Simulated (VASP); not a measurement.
# Y3Mg (Pm-3m) in VASP: further runs

The runs below take Y3Mg through single point, relaxation of cell and atoms, with LDA.

Everything below comes from runs of VASP 6.6.1. Logs are shortened: lines on timing, memory, paths and dates and some standing lists are left out, and cuts for length are marked.

**1. The crystal as given**

Symmetry: Pm-3m, No. 221, cubic system. Conventional cell: a = 4.791 Å, b = 4.791 Å, c = 4.791 Å, α = 90.00°, β = 90.00°, γ = 90.00°. Y (site symmetry 4/mmm) has 8 Y at 3.39 Å and 4 Mg at 3.39 Å as nearest neighbours. Around Mg (site symmetry m-3m) lie 12 Y at 3.39 Å.

The cell comes from a database or a generator and needn't be the stable form of this composition.

**2. Single point, LDA**

File INCAR:

```
SYSTEM = Y3Mg
ALGO = Fast ; EDIFF = 1E-7
ENCUT = 520 ; ISIF = 2
ISMEAR = -1 ; LASPH = .TRUE.
LCHARG = .TRUE. ; LELF = .TRUE.
LREAL = .FALSE. ; LVHAR = .TRUE.
LWAVE = .FALSE. ; NBANDS = 26
NELM = 100 ; PREC = Accurate
SIGMA = 0.05
```

File KPOINTS:

```
k-points
0
G
  4 4 4
  0 0 0
```

File POSCAR:

```
Y3Mg
1.0
    4.7906277135      0.0000000000      0.0000000000
    0.0000000000      4.7906277135      0.0000000000
    0.0000000000      0.0000000000      4.7906277135
Y Mg
3 1
Direct
    0.5000000000      0.5000000000      0.0000000000
    0.5000000000      0.0000000000      0.5000000000
    0.0000000000      0.5000000000      0.5000000000
    0.0000000000      0.0000000000      0.0000000000
```

Potentials or basis: VASP PAW LDA potentials, release 64 (Y_sv, Mg).

Launch:

```
> cat potpaw_LDA.64/Y_sv/POTCAR potpaw_LDA.64/Mg/POTCAR > POTCAR
> mpirun -np 1 vasp_std > vasp.out
```

OUTCAR:

```text
SYSTEM = Y3Mg
   EDIFF = 1E-7
   ENCUT = 520
   ISIF = 2
   ISMEAR = -1
   LASPH = .TRUE.
   LREAL = .FALSE.
   NELM = 100
   PREC = Accurate

 ion  position               nearest neighbor table
   1  0.500  0.500  0.000-   2 3.39   3 3.39   4 3.39   2 3.39   3 3.39   2 3.39   4 3.39   2 3.39
                             3 3.39   4 3.39   3 3.39   4 3.39
   2  0.500  0.000  0.500-   1 3.39   3 3.39   4 3.39   1 3.39   4 3.39   1 3.39   3 3.39   1 3.39
                             3 3.39   4 3.39   4 3.39   3 3.39
   3  0.000  0.500  0.500-   1 3.39   2 3.39   4 3.39   1 3.39   4 3.39   2 3.39   4 3.39   4 3.39
                             1 3.39   2 3.39   1 3.39   2 3.39
   4  0.000  0.000  0.000-   1 3.39   2 3.39   3 3.39   2 3.39   3 3.39   1 3.39   3 3.39   3 3.39
                             1 3.39   2 3.39   2 3.39   1 3.39

  LATTYP: Found a simple cubic cell.
 ALAT       =     4.7906277135

  Lattice vectors:

 A1 = (   4.7906277135,   0.0000000000,   0.0000000000)
 A2 = (   0.0000000000,   4.7906277135,   0.0000000000)
 A3 = (   0.0000000000,   0.0000000000,   4.7906277135)

Analysis of symmetry for initial positions (statically):
=====================================================================
 Subroutine PRICEL returns:
 Original cell was already a primitive cell.

 Routine SETGRP: Setting up the symmetry group for a
 simple cubic supercell.

 Subroutine GETGRP returns: Found 48 space group operations
 (whereof 48 operations were pure point group operations)
 out of a pool of 48 trial point group operations.

The static configuration has the point symmetry O_h .

Analysis of symmetry for dynamics (positions and initial velocities):
=====================================================================
 Subroutine PRICEL returns:
 Original cell was already a primitive cell.

 Routine SETGRP: Setting up the symmetry group for a
 simple cubic supercell.

 Subroutine GETGRP returns: Found 48 space group operations
 (whereof 48 operations were pure point group operations)
 out of a pool of 48 trial point group operations.

The dynamic configuration has the point symmetry O_h .

 Subroutine INISYM returns: Found 48 space group operations
 (whereof 48 operations are pure point group operations),
 and found     1 'primitive' translations

----------------------------------------------------------------------------------------

[... 81 lines left out ...]
   EDIFF  = 0.1E-06   stopping-criterion for ELM
   LREAL  =      F    real-space projection
   EDIFFG = 0.1E-05   stopping-criterion for IOM
   NSW    =      0    number of steps for IOM
   IBRION =     -1    ionic relax: 0-MD 1-quasi-New 2-CG
   NFREE  =      0    steps in history (QN), initial steepest desc. (CG)
   ISIF   =      2    stress and relaxation
   ISYM   =      2    0-nonsym 1-usesym 2-fastsym
   POTIM  = 0.5000    time-step for ionic-motion
   TEBEG  =    0.0;   TEEND  =   0.0 temperature during run
   PSTRESS=    0.0 pullay stress
   NELECT =      35.0000    total number of electrons
   NUPDOWN=      -1.0000    fix difference up-down
   EMIN   =  10.00;   EMAX   =-10.00  energy-range for DOS
   EFERMI =   0.00;   METHOD = LEGACY
   ISMEAR =    -1;   SIGMA  =   0.05  broadening in eV -4-tet -1-fermi 0-gaus
   EFERMI_NEDOS =   21; number of points for ismear=-14 and -15
   IALGO  =     68    algorithm
   IMIX   =      4    mixing-type and parameters
     AMIX     =   0.40;   BMIX     =  1.00
     AMIX_MAG =   1.60;   BMIX_MAG =  1.00
  volume/ion in A,a.u.               =      27.49       185.49
  Fermi-wavevector in a.u.,A,eV,Ry     =   1.117820  2.112373 17.000763  1.249521
  Thomas-Fermi vector in A             =   2.254446
   LORBIT       =      0    0 simple, 1 ext, 2 COOP (PROOUT), +10 PAW based schemes
   GGA     = CA    functional components
   LHFCALC =     F    Hartree Fock is set to
   AEXX    =    0.0000 exact exchange contribution
   IVDW    =     0    specifies the selected vdW correction
   LEPSILON=     F    determine dielectric tensor
   LRPA    =     F    only Hartree local field effects (RPA)
 non-spin polarized calculation
 RMM-DIIS sequential band-by-band and
  energy-cutoff  :      520.00
  volume of cell :      109.95
 maximum number of plane-waves:      3016
 NGX is ok and might be reduce to    36
   NGX = 17   NGY = 17   NGZ = 17

 number of electron      35.0000007 magnetization

 Free energy of the ion-electron system (eV)
  ---------------------------------------------------
  ext. energy  EPLUGINS =         0.00000000
  ---------------------------------------------------
  free energy    TOTEN  =       -22.81927276 eV

  energy without entropy =      -22.78827897  energy(sigma->0) =      -22.80377587

 E-fermi :   3.1428     XC(G=0):  -9.8363

 val. band max:        3.1296671404   @ k =   0.5000   0.5000   0.2500
 cond. band min:       3.1490866575   @ k =   0.5000   0.0000   0.0000
 fundamental gap:      0.0194195170
 Fermi energy:         3.1428047484

 k-point     1 :       0.0000    0.0000    0.0000
  band No.  band energies     occupation
      1     -39.1062      2.00000
      2     -38.9719      2.00000
      3     -38.9719      2.00000
      4     -19.5277      2.00000
      5     -19.5277      2.00000
      6     -19.5277      2.00000
[... 279 lines left out ...]
     25       5.8894      0.00000
     26       5.8894      0.00000

------------------------ aborting loop because EDIFF is reached ----------------------------------------

  FORCE on cell =-STRESS in cart. coord.  units (eV):
  Direction    XX          YY          ZZ          XY          YZ          ZX
  --------------------------------------------------------------------------------------
  -------------------------------------------------------------------------------------
  Total       -0.1834039     -0.1834039     -0.1834039      0.0000000      0.0000000     -0.0000000
  in kB       -2.6726491     -2.6726491     -2.6726491      0.0000000      0.0000000     -0.0000000
  external PRESSURE =      -2.6726491 kB  Pullay stress =       0.0000000 kB

 VOLUME and BASIS-vectors are now :
 -----------------------------------------------------------------------------
  energy-cutoff  :      520.00
  volume of cell :      109.95
      direct lattice vectors                 reciprocal lattice vectors
     4.790627714  0.000000000  0.000000000     0.208740912  0.000000000  0.000000000
     0.000000000  4.790627714  0.000000000     0.000000000  0.208740912  0.000000000
     0.000000000  0.000000000  4.790627714     0.000000000  0.000000000  0.208740912

 POSITION                                       TOTAL-FORCE (eV/Angst)
 -----------------------------------------------------------------------------------
      2.39531      2.39531      0.00000         0.000000      0.000000      0.000000
      2.39531      0.00000      2.39531         0.000000      0.000000      0.000000
      0.00000      2.39531      2.39531         0.000000      0.000000      0.000000
      0.00000      0.00000      0.00000         0.000000      0.000000      0.000000
 -----------------------------------------------------------------------------------
    total drift:                                0.000000      0.000000      0.000000

  FREE ENERGIE OF THE ION-ELECTRON SYSTEM (eV)
  ---------------------------------------------------
  free  energy   TOTEN  =       -22.8192727609 eV

  energy  without entropy=      -22.7882789705  energy(sigma->0) =      -22.80377587
```

Wall time 34 s (1 thread of Intel Xeon Platinum 8559C (Emerald Rapids), shared host); peak memory 0.19 GiB.

What came out:

| Quantity | Value |
| --- | --- |
| Free energy | -22.8193 eV |
| Pressure | -0.3 GPa |
| Band gap on the k mesh | none (metal or under the smearing width) |

**3. Relaxation of cell and atoms, LDA**

This run uses another cell than the first one, of 30.25 Å³/atom, 1.100 times its volume.

File INCAR:

```
PREC     = Accurate       # precision mode
ENCUT    = 600            # plane-wave cutoff, eV
EDIFF    = 1E-7           # SCF threshold, eV
ISMEAR   = -1             # smearing method
SIGMA    = 0.05           # smearing width, eV
LREAL    = False          # projectors in reciprocal space
LASPH    = True           # aspherical terms in the spheres
NELM     = 100            # most SCF steps
ALGO     = Fast           # electronic algorithm
ISIF     = 8              # what is computed and relaxed
LWAVE    = False          # write WAVECAR
LCHARG   = False          # write CHGCAR
GGA      = CA             # functional
IBRION   = 2              # ionic algorithm
NSW      = 60             # ionic steps
EDIFFG   = -0.03          # ionic threshold
```

File KPOINTS:

```
regular mesh
0
Gamma
  4 4 4
```

File POSCAR:

```
Y3Mg
1.0
    4.9459070000      0.0000000000      0.0000000000
    0.0000000000      4.9459070000      0.0000000000
    0.0000000000      0.0000000000      4.9459070000
Y Mg
3 1
Direct
    0.5000000000      0.5000000000      0.0000000000
    0.5000000000      0.0000000000      0.5000000000
    0.0000000000      0.5000000000      0.5000000000
    0.0000000000      0.0000000000      0.0000000000
```

Potentials or basis: VASP PAW LDA potentials, release 64 (Y_sv, Mg).

Launch:

```
> cat potpaw_LDA.64/Y_sv/POTCAR potpaw_LDA.64/Mg/POTCAR > POTCAR
> mpirun -np 1 vasp_std > vasp.out
```

Wall time 2 min (1 thread of Intel Xeon Platinum 8559C (Emerald Rapids), shared host); peak memory 0.23 GiB.

Results (log left out):

```yaml
Free_energy: -22.8204 eV
Relaxed_volume: 27.32 Å³/atom
Relaxed_cell: a = 4.781 Å, b = 4.781 Å, c = 4.781 Å, α = 90.00°, β = 90.00°, γ = 90.00°
Space_group_after_relaxing_to_0.05_Å: Pm-3m (No. 221)
Energy_gained_by_relaxing: 38.5 meV/atom
Ionic_steps: 3
Pressure_after_relaxing: 0.0 GPa
Band_gap_on_the_k_mesh: none (metal or under the smearing width)
```

Step by step:
```tsv
step	energy change (eV)	largest force (eV/Å)	pressure (GPa)	volume (Å³)
1	0.0000	0.0000	-3.91	120.99
2	-0.1530	0.0000	0.33	108.52
3	-0.1539	0.0000	0.01	109.28
```

Final structure:
```
Y Mg
1.0
     4.78092    0.00000    0.00000
     0.00000    4.78092    0.00000
     0.00000    0.00000    4.78092
Y Mg
3 1
Direct
  0.50000 0.50000 0.00000
  0.50000 0.00000 0.50000
  0.00000 0.50000 0.50000
  0.00000 0.00000 0.00000
```

Levels at points of the mesh, in eV from the Fermi level:
```csv
k point,band 13,band 14,band 15,band 16,band 17,band 18,band 19,band 20,band 21
"(0.00, 0.00, 0.00)",-5.26,-2.46,-1.00,-1.00,-0.51,-0.51,-0.51,1.90,1.90
"(0.50, 0.00, 0.00)",-3.43,-3.21,-1.20,-0.19,-0.19,0.00,0.46,1.27,1.27
"(0.50, 0.50, 0.00)",-2.50,-1.89,-1.89,-0.89,-0.42,0.43,0.53,0.53,1.45
"(0.50, 0.50, 0.50)",-3.12,-1.54,-1.54,-1.54,0.29,0.29,0.29,1.35,1.71
```
